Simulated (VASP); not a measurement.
Output of a VASP run:

File OSZICAR:
```
       N       E                     dE             d eps       ncg     rms          rms(c)
DAV:   1     0.247164455412E+03    0.24716E+03   -0.17624E+04   924   0.148E+03
DAV:   2     0.270289085165E+01   -0.24446E+03   -0.24006E+03  1026   0.352E+02
DAV:   3    -0.120090586232E+02   -0.14712E+02   -0.14648E+02  1110   0.847E+01
DAV:   4    -0.121918722286E+02   -0.18281E+00   -0.18267E+00  1056   0.948E+00
DAV:   5    -0.121951246673E+02   -0.32524E-02   -0.32522E-02  1122   0.123E+00    0.992E+00
DAV:   6    -0.110482246774E+02    0.11469E+01   -0.27528E+00  1128   0.150E+01    0.807E+00
DAV:   7    -0.110386497080E+02    0.95750E-02   -0.72551E-01  1086   0.496E+00    0.408E+00
DAV:   8    -0.110465381800E+02   -0.78885E-02   -0.82635E-02   982   0.302E+00    0.476E-01
DAV:   9    -0.110457848867E+02    0.75329E-03   -0.16493E-02  1118   0.153E+00    0.138E-01
DAV:  10    -0.110468157029E+02   -0.10308E-02   -0.18651E-03  1002   0.393E-01    0.149E-01
DAV:  11    -0.110473246909E+02   -0.50899E-03   -0.73795E-04  1032   0.173E-01    0.710E-02
DAV:  12    -0.110473333649E+02   -0.86740E-05   -0.25719E-04  1068   0.128E-01    0.126E-02
DAV:  13    -0.110473446671E+02   -0.11302E-04   -0.36451E-05  1014   0.453E-02    0.141E-02
DAV:  14    -0.110473441803E+02    0.48681E-06   -0.12299E-06  1138   0.130E-02    0.700E-03
DAV:  15    -0.110473444641E+02   -0.28381E-06   -0.12236E-06   922   0.750E-03    0.179E-03
DAV:  16    -0.110473443994E+02    0.64698E-07   -0.11580E-07   892   0.303E-03
   1 F= -.11047344E+02 E0= -.11047344E+02  d E =-.110473E+02
```

**OUTCAR**
```
------------------------ aborting loop because EDIFF is reached ----------------------------------------
  FORCE on cell =-STRESS in cart. coord.  units (eV):
  Direction    XX          YY          ZZ          XY          YZ          ZX
  --------------------------------------------------------------------------------------
  Total       -0.8995686     -0.8995685     -0.8427551      0.0000000      0.0000000      0.0000000
  in kB      -12.8478041    -12.8478028    -12.0363825      0.0000000      0.0000000      0.0000000
  external PRESSURE =     -12.5773298 kB  Pullay stress =       0.0000000 kB
  volume of cell :      112.18
      direct lattice vectors                 reciprocal lattice vectors
     2.152285904 -3.727868349  0.000000000     0.232311144 -0.134124908  0.000000000
     2.152285904  3.727868349  0.000000000     0.232311144  0.134124908  0.000000000
     0.000000000  0.000000000  6.990777158     0.000000000  0.000000000  0.143045612
  FREE ENERGIE OF THE ION-ELECTRON SYSTEM (eV)
  ---------------------------------------------------
  free  energy   TOTEN  =       -11.0473443994 eV

  energy  without entropy=      -11.0473443994  energy(sigma->0) =      -11.04734440

 reached required accuracy - stopping structural energy minimisation
```
(Selected blocks of OUTCAR.)

### POSCAR
```
CdS
1
    2.1522859040    -3.7278683494     0.0000000000
    2.1522859040     3.7278683494     0.0000000000
    0.0000000000     0.0000000000     6.9907771583
Cd S
2 2
Direct
  0.6666670000   0.3333330000   0.4999959401
  0.3333330000   0.6666670000   0.9999959401
  0.6666670000   0.3333330000   0.8770040599
  0.3333330000   0.6666670000   0.3770040599
```

**Question.** Write an INCAR and KPOINTS that could have produced this output.

**Answer.** This is not unique; one that fits is the input of the run itself, RPBE GGA, plane waves, VASP's PBE PAW potentials (set 64).

**INCAR**
```
! general
SYSTEM  = CdS
PREC    = Accurate
ENCUT   = 520
LREAL   = F
LASPH   = T

! electronic loop
EDIFF   = 1E-7
NELM    = 100
ALGO    = Normal
LMAXMIX = 4

! smearing
ISMEAR  = 0
SIGMA   = 0.05

! functional
GGA     = RP

! ions
IBRION  = 2
NSW     = 30
ISIF    = 4
EDIFFG  = -0.01

! output
LWAVE   = F
LCHARG  = F
```

File KPOINTS:
```
Automatic mesh
0
G
  6 6 4
0 0 0
```

POTCAR, in this order: Cd S (PBE.64 set). Program: vasp_std.

The compound is CdS in the wurtzite structure. This cell is one point of a volume scan, at 1.03 of the reference volume.
